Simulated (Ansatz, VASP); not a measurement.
# SnTe: VASP beside Ansatz

One calculation is typed for both programs; each brings its own data sets. How far apart do they land? The cell is taken from a series of runs on this material, whose earlier steps may have relaxed, scaled, displaced or heated it; both programs get it as it stands.

Program: Ansatz 0.2.0. Level of theory: plane waves, with VASP 6.6.1 beside it; zone-centre phonons at PBEsol. Results are calculated unless marked as measured.

## Step 1: The starting structure

It takes space group Immm (No. 71, orthorhombic). The conventional cell has a = 4.394 Å, b = 4.535 Å, c = 6.288 Å, α = 90.00°, β = 90.00°, γ = 90.00°. Nearest to Sn lie 6 Te at 3.14 to 3.16 Å. Nearest to Te lie 6 Sn at 3.14 to 3.16 Å. Farther neighbours and most contacts between anions are not listed.

Coordinates:

```cif
data_structure
_symmetry_space_group_name_H-M 'P 1'
_symmetry_Int_Tables_number 1
_cell_length_a 4.4558
_cell_length_b 4.4558
_cell_length_c 4.5354
_cell_angle_alpha 59.407
_cell_angle_beta 59.407
_cell_angle_gamma 59.085
_cell_volume 62.65
loop_
_atom_site_label
_atom_site_type_symbol
_atom_site_fract_x
_atom_site_fract_y
_atom_site_fract_z
_atom_site_occupancy
Sn1 Sn 0.00000 0.00000 0.00000 1
Te2 Te 0.50000 0.50000 0.50000 1
```

## Step 2: VASP: zone-centre phonons, PBEsol

Second derivatives magnify differences that forces hide, and they need a tight electronic threshold.

Lines of VASP's logs that name or quote its potential files are left out, and so is its time.

INCAR

```
SYSTEM = SnTe
PREC = Accurate
ENCUT = 500
EDIFF = 1E-08
NELM = 120
ISMEAR = 0
SIGMA = 0.01
LREAL = .FALSE.
ALGO = Normal
GGA = PS
NBANDS = 16
LORBIT = 11
LWAVE = .FALSE.
LCHARG = .FALSE.
ISIF = 2
IBRION = 8
LASPH = .TRUE.
GGA_COMPAT = .FALSE.
KPAR = 2
```

POSCAR

```
SnTe
1.0
    0.0499960166      3.1570176550      3.1439571024
    3.1570176550      0.0499960166      3.1439571024
    3.2070136716      3.2070136716     -0.0000000001
Sn Te
1 1
Direct
    0.0000000000      0.0000000000      0.0000000000
    0.5000000000      0.5000000000      0.5000000000
```

KPOINTS

```
Automatic mesh
0
Gamma
12 12 12
0 0 0
```

PAW data sets: Sn_d and Te (PBE family, release 64).

On the command line:

```sh
$ mpirun -np 2 vasp_std
```

Numbers of over 12 decimals in the logs are rounded to 6 here.

Output:

```text
[banner, memory and clock lines left out]
running    2 mpi-ranks, on    1 nodes
 distrk:  each k-point on    1 cores,    2 groups
 distr:  one band on    1 cores,    1 groups

 POSCAR found type information on POSCAR SnTe
 POSCAR found :  2 types and       2 ions
|                                                                             |
|               ----> ADVICE to this user running VASP <----                  |
|                                                                             |
|     You enforced a specific xc type in the INCAR file but a different       |
|     [... a line on the potential file left out ...]
|     I HOPE YOU KNOW WHAT YOU ARE DOING!                                     |
|                                                                             |

 LDA part: xc-table for (Slater+PW92), standard interpolation
 POSCAR, INCAR and KPOINTS ok, starting setup
 FFT: planning ... GRIDC
 FFT: planning ... GRID_SOFT
 FFT: planning ... GRID
 WAVECAR not read
 entering main loop
       N       E                     dE             d eps       ncg     rms          rms(c)
DAV:   1     0.121051201889E+03    0.12105E+03   -0.94482E+03  9040   0.139E+03
DAV:   2     0.176514002466E+01   -0.11929E+03   -0.11673E+03  9784   0.345E+02
DAV:   3    -0.811968995158E+01   -0.98848E+01   -0.98287E+01 11216   0.874E+01
DAV:   4    -0.838113314030E+01   -0.26144E+00   -0.26139E+00 10944   0.155E+01
DAV:   5    -0.839250325829E+01   -0.11370E-01   -0.11370E-01 13360   0.297E+00    0.465E+00
DAV:   6    -0.833773593245E+01    0.54767E-01   -0.12471E-01 12800   0.281E+00    0.290E+00
DAV:   7    -0.833557300275E+01    0.21629E-02   -0.45132E-02 11768   0.133E+00    0.724E-01
DAV:   8    -0.833504573772E+01    0.52727E-03   -0.67302E-03 11464   0.718E-01    0.145E-01
DAV:   9    -0.833510483396E+01   -0.59096E-04   -0.55907E-04 12416   0.219E-01    0.329E-02
DAV:  10    -0.833508769292E+01    0.17141E-04   -0.67919E-05 11848   0.767E-02    0.189E-02
DAV:  11    -0.833508740707E+01    0.28585E-06   -0.28594E-05 12072   0.443E-02    0.242E-02
DAV:  12    -0.833508720613E+01    0.20093E-06   -0.21630E-06 11376   0.114E-02    0.120E-02
DAV:  13    -0.833508708753E+01    0.11861E-06   -0.10623E-07 11984   0.217E-03    0.735E-03
DAV:  14    -0.833508704258E+01    0.44944E-07   -0.14788E-07 12032   0.463E-03    0.240E-03
DAV:  15    -0.833508699429E+01    0.48294E-07   -0.22765E-08  9752   0.716E-04    0.705E-04
DAV:  16    -0.833508700177E+01   -0.74806E-08   -0.77964E-10  5888   0.184E-04
   1 F= -.83350870E+01 E0= -.83350843E+01  d E =-.546707E-05
 Linear response reoptimize wavefunctions to high precision
DAV:   1    -0.833508702251E+01   -0.20738E-07   -0.22362E-10  6712   0.165E-04
DAV:   2    -0.833508702249E+01    0.12733E-10   -0.38713E-11  5712   0.517E-05
 Linear response DOF=           4
 Linear response progress:
  Degree of freedom:   1/  4
       N       E                     dE             d eps       ncg     rms          rms(c)
RMM:   1    -0.215404478741E+00   -0.21540E+00    0.29243E-01 18399   0.104E+01
RMM:   2    -0.220581221205E+00   -0.51767E-02   -0.12010E-02 27117   0.867E-01    0.790E-02
RMM:   3    -0.220410700684E+00    0.17052E-03   -0.94158E-04 30049   0.245E-01    0.425E-02
RMM:   4    -0.220109324704E+00    0.30138E-03   -0.85850E-05 29914   0.740E-02    0.860E-03
RMM:   5    -0.220097225052E+00    0.12100E-04   -0.80129E-06 30999   0.227E-02    0.373E-03
RMM:   6    -0.220102211266E+00   -0.49862E-05   -0.12388E-06 30418   0.771E-03    0.131E-03
RMM:   7    -0.220101976599E+00    0.23467E-06   -0.28122E-07 31259   0.300E-03    0.744E-04
RMM:   8    -0.220099079028E+00    0.28976E-05    0.11160E-07 30309   0.131E-03    0.125E-04
RMM:   9    -0.220099285134E+00   -0.20611E-06    0.31776E-07 31987   0.588E-04    0.243E-04
RMM:  10    -0.220099048747E+00    0.23639E-06    0.48888E-07 31459   0.288E-04    0.182E-04
RMM:  11    -0.220099040612E+00    0.81347E-08    0.34991E-07 33472   0.149E-04    0.212E-04
RMM:  12    -0.220098900798E+00    0.13981E-06    0.19020E-07 30709   0.990E-05    0.234E-04
RMM:  13    -0.220099048893E+00   -0.14809E-06    0.80781E-08 31963   0.601E-05    0.327E-04
RMM:  14    -0.220099159606E+00   -0.11071E-06    0.42836E-08 30139   0.424E-05    0.405E-04
RMM:  15    -0.220098911069E+00    0.24854E-06    0.21647E-08 29177   0.448E-05    0.248E-04
RMM:  16    -0.220098689608E+00    0.22146E-06    0.83298E-09 32972   0.431E-05    0.111E-04
RMM:  17    -0.220098569147E+00    0.12046E-06    0.31560E-10 31702   0.332E-05    0.408E-05
RMM:  18    -0.220098512818E+00    0.56329E-07   -0.21401E-09 31950   0.269E-05    0.121E-05
RMM:  19    -0.220098494009E+00    0.18809E-07   -0.33430E-09 27310   0.230E-05    0.464E-06
RMM:  20    -0.220098487642E+00    0.63676E-08   -0.24373E-09 22094   0.215E-05    0.157E-06
 first order change of Fermi-energy   0.16477E-03
 force on displaced ion       1 direction 1 :  -0.170   0.180  -0.000
 Linear response progress:
  Degree of freedom:   2/  4
       N       E                     dE             d eps       ncg     rms          rms(c)
RMM:   1    -0.215499905129E+00   -0.21550E+00    0.28883E-01 10846   0.103E+01
RMM:   2    -0.220637205433E+00   -0.51373E-02   -0.12028E-02 15856   0.865E-01    0.815E-02
RMM:   3    -0.220454283484E+00    0.18292E-03   -0.93550E-04 17509   0.243E-01    0.440E-02
RMM:   4    -0.220143072172E+00    0.31121E-03   -0.87771E-05 17498   0.742E-02    0.846E-03
RMM:   5    -0.220133299007E+00    0.97732E-05   -0.79690E-06 18014   0.226E-02    0.371E-03
RMM:   6    -0.220138593540E+00   -0.52945E-05   -0.13204E-06 17693   0.781E-03    0.130E-03
RMM:   7    -0.220138052341E+00    0.54120E-06   -0.33961E-07 18249   0.304E-03    0.766E-04
RMM:   8    -0.220135292120E+00    0.27602E-05    0.32595E-07 17722   0.133E-03    0.143E-04
RMM:   9    -0.220135323009E+00   -0.30888E-07    0.48682E-07 18732   0.604E-04    0.244E-04
RMM:  10    -0.220135111381E+00    0.21163E-06    0.59421E-07 18525   0.297E-04    0.194E-04
RMM:  11    -0.220135165187E+00   -0.53806E-07    0.41969E-07 19423   0.155E-04    0.311E-04
RMM:  12    -0.220134816292E+00    0.34889E-06    0.21635E-07 17557   0.110E-04    0.115E-04
RMM:  13    -0.220134689945E+00    0.12635E-06    0.11145E-07 18529   0.652E-05    0.331E-05
RMM:  14    -0.220134653287E+00    0.36658E-07    0.98744E-09 19084   0.412E-05    0.143E-05
RMM:  15    -0.220134588980E+00    0.64307E-07   -0.54841E-09 17541   0.328E-05    0.600E-06
RMM:  16    -0.220134585799E+00    0.31816E-08   -0.25353E-08 16753   0.263E-05    0.255E-06
 first order change of Fermi-energy  -0.95239E-04
 force on displaced ion       1 direction 3 :  -0.000  -0.000  -0.280
 Linear response progress:
  Degree of freedom:   3/  4
       N       E                     dE             d eps       ncg     rms          rms(c)
RMM:   1    -0.469009747344E-01   -0.46901E-01    0.67315E-02 32969   0.858E-01
RMM:   2    -0.474578270566E-01   -0.55685E-03   -0.19680E-03 28727   0.214E-01    0.619E-02
RMM:   3    -0.476326063118E-01   -0.17478E-03   -0.16431E-04 29205   0.624E-02    0.469E-02
RMM:   4    -0.478918944283E-01   -0.25929E-03   -0.23422E-05 28830   0.311E-02    0.620E-03
RMM:   5    -0.479059920983E-01   -0.14098E-04   -0.10390E-06 29736   0.742E-03    0.311E-03
RMM:   6    -0.479045810345E-01    0.14111E-05   -0.95943E-08 28873   0.219E-03    0.697E-04
RMM:   7    -0.479037065139E-01    0.87452E-06   -0.84973E-09 29631   0.500E-04    0.141E-04
RMM:   8    -0.479036259355E-01    0.80578E-07   -0.13991E-08 28827   0.166E-04    0.284E-05
RMM:   9    -0.479035614278E-01    0.64508E-07    0.25244E-07 31363   0.572E-05    0.173E-05
RMM:  10    -0.479036207508E-01   -0.59323E-07    0.24421E-07 32249   0.191E-05    0.319E-06
RMM:  11    -0.479035986122E-01    0.22139E-07    0.29790E-08 29499   0.110E-05    0.993E-07
RMM:  12    -0.479036005509E-01   -0.19387E-08   -0.26411E-08 22008   0.773E-06    0.563E-07
 first order change of Fermi-energy  -0.25114E-03
 force on displaced ion       2 direction 1 :  -0.162   0.170  -0.000
 Linear response progress:
  Degree of freedom:   4/  4
       N       E                     dE             d eps       ncg     rms          rms(c)
RMM:   1    -0.469091026362E-01   -0.46909E-01    0.67991E-02 19187   0.863E-01
RMM:   2    -0.474798416966E-01   -0.57074E-03   -0.19710E-03 16863   0.214E-01    0.642E-02
RMM:   3    -0.476558237877E-01   -0.17598E-03   -0.16144E-04 17052   0.621E-02    0.480E-02
RMM:   4    -0.479213653772E-01   -0.26554E-03   -0.24193E-05 16887   0.317E-02    0.611E-03
RMM:   5    -0.479327969958E-01   -0.11432E-04   -0.10253E-06 17457   0.747E-03    0.313E-03
RMM:   6    -0.479314759171E-01    0.13211E-05   -0.87039E-08 16870   0.220E-03    0.695E-04
RMM:   7    -0.479306353239E-01    0.84059E-06    0.12817E-08 17298   0.499E-04    0.138E-04
RMM:   8    -0.479305571928E-01    0.78131E-07   -0.11770E-08 16995   0.166E-04    0.288E-05
RMM:   9    -0.479304921219E-01    0.65071E-07    0.30439E-07 18280   0.565E-05    0.178E-05
RMM:  10    -0.479305533643E-01   -0.61242E-07    0.31338E-07 18854   0.188E-05    0.321E-06
RMM:  11    -0.479305296265E-01    0.23738E-07    0.50219E-08 17232   0.106E-05    0.108E-06
RMM:  12    -0.479305308043E-01   -0.11778E-08   -0.14952E-08 12667   0.744E-06    0.587E-07
 first order change of Fermi-energy   0.15864E-03
 force on displaced ion       2 direction 3 :  -0.000  -0.000  -0.258
 Linear response finished
```

Parts of OUTCAR (step 2):

```text
ion  position               nearest neighbor table
   1  0.000  0.000  0.000-   2 3.14   2 3.14   2 3.16   2 3.16   2 3.16   2 3.16
   2  0.500  0.500  0.500-   1 3.14   1 3.14   1 3.16   1 3.16   1 3.16   1 3.16

  LATTYP: Found a body centered orthorhombic cell.
 ALAT       =     4.3939921396
 B/A-ratio  =     1.0321825996
 C/A-ratio  =     1.4310253649

 Subroutine GETGRP returns: Found  8 space group operations
 (whereof  8 operations were pure point group operations)

The static configuration has the point symmetry D_2h.

 Found    280 irreducible k-points:

   k-points           NKPTS =    280   k-points in BZ     NKDIM =    280   number of bands    NBANDS=     16

   dimension x,y,z NGX =    32 NGY =   32 NGZ =   36
   dimension x,y,z NGXF=    64 NGYF=   64 NGZF=   72

   ENCUT  =  500.0 eV  36.75 Ry    6.06 a.u.   8.12  8.12  8.27*2*pi/ulx,y,z

   NELECT =      20.0000    total number of electrons

 k-points in reciprocal lattice and weights: Automatic mesh
   0.00000000  0.00000000  0.00000000       0.001
   0.08333333  0.00000000  0.00000000       0.002
   0.16666667  0.00000000  0.00000000       0.002
   0.25000000  0.00000000  0.00000000       0.002
   0.33333333  0.00000000  0.00000000       0.002
   0.41666667 -0.00000000 -0.00000000       0.002
   0.50000000  0.00000000  0.00000000       0.001
   0.08333333  0.08333333 -0.00000000       0.001
   0.16666667  0.08333333 -0.00000000       0.002
[...]
0.25000000  0.25000000  0.50000000       0.001
  -0.25000000  0.25000000  0.50000000       0.001

 average (electrostatic) potential at core
       1-100.4285       2 -87.7129

  Total       -0.2024214     -0.2024214      0.0030364     -0.2045379      0.0000000      0.0000000
  in kB       -5.1762505     -5.1762505      0.0776447     -5.2303724      0.0000000      0.0000000
  external PRESSURE =      -3.4249521 kB  Pullay stress =       0.0000000 kB

  energy-cutoff  :      500.00
  volume of cell :       62.65
      direct lattice vectors                 reciprocal lattice vectors
     0.049996017  3.157017655  3.143957102    -0.160925818  0.160925818  0.159035249
     3.157017655  0.049996017  3.143957102     0.160925818 -0.160925818  0.159035249
     3.207013672  3.207013672 -0.000000000     0.155908285  0.155908285 -0.159035249

 POSITION                                       TOTAL-FORCE (eV/Angst)
 -----------------------------------------------------------------------------------
      0.00000      0.00000      0.00000        -0.000000      0.000000      0.000000
      3.20701      3.20701      3.14396         0.000000     -0.000000     -0.000000
 -----------------------------------------------------------------------------------
    total drift:                                0.000000     -0.000000     -0.000000

 Eigenvectors and eigenvalues of the dynamical matrix
 ----------------------------------------------------

   1 f  =    1.165417 THz     7.322533 2PiTHz   38.874137 cm-1     4.819777 meV
             X         Y         Z           dx          dy          dz
      0.000000  0.000000  0.000000    -0.515301    0.515301    0.000000
      3.207014  3.207014  3.143957     0.484216   -0.484216   -0.000000

   2 f  =    1.035026 THz     6.503260 2PiTHz   34.524751 cm-1     4.280522 meV
             X         Y         Z           dx          dy          dz
      0.000000  0.000000  0.000000     0.000000    0.000000    0.733663
      3.207014  3.207014  3.143957    -0.000000   -0.000000   -0.679513

   3 f  =    0.009351 THz     0.058751 2PiTHz    0.311900 cm-1     0.038671 meV
             X         Y         Z           dx          dy          dz
      0.000000  0.000000  0.000000     0.464531    0.464531   -0.000000
      3.207014  3.207014  3.143957     0.533114    0.533114   -0.000000

   4 f/i=    0.015197 THz     0.095486 2PiTHz    0.506918 cm-1     0.062850 meV
             X         Y         Z           dx          dy          dz
      0.000000  0.000000  0.000000     0.484216   -0.484216   -0.000000
      3.207014  3.207014  3.143957     0.515301   -0.515301   -0.000000

   5 f/i=    0.020961 THz     0.131703 2PiTHz    0.699190 cm-1     0.086689 meV
             X         Y         Z           dx          dy          dz
      0.000000  0.000000  0.000000     0.000000    0.000000    0.679513
      3.207014  3.207014  3.143957     0.000000    0.000000    0.733663

   6 f/i=    0.184684 THz     1.160403 2PiTHz    6.160394 cm-1     0.763791 meV
             X         Y         Z           dx          dy          dz
      0.000000  0.000000  0.000000    -0.533114   -0.533114    0.000000
      3.207014  3.207014  3.143957     0.464531    0.464531    0.000000

 ELASTIC MODULI CONTR FROM IONIC RELAXATION (kBar)
 Direction    XX          YY          ZZ          XY          YZ          ZX
 --------------------------------------------------------------------------------
 XX           0.0000      0.0000      0.0000      0.0000      0.0000      0.0000
 YY           0.0000      0.0000      0.0000      0.0000      0.0000      0.0000
 ZZ           0.0000      0.0000      0.0000      0.0000      0.0000      0.0000
 XY           0.0000      0.0000      0.0000      0.0000      0.0000      0.0000
 YZ           0.0000      0.0000      0.0000      0.0000      0.0000      0.0000
 ZX           0.0000      0.0000      0.0000      0.0000      0.0000      0.0000
 --------------------------------------------------------------------------------
```

(Part 1 of 2 ends here.)

[Lines on the potential files, build, host, timing and source positions are cut from VASP's logs without a mark.]

[Logs are printed without paths, hosts, clocks, repeated set-up lines and the standing remarks that a program may print on its own settings, such as how far it seeks lower states.]

[Hosts, paths, dates, database ids (printed as entryN), source tags and the programs' standing remarks are cut or masked in the printed files.]
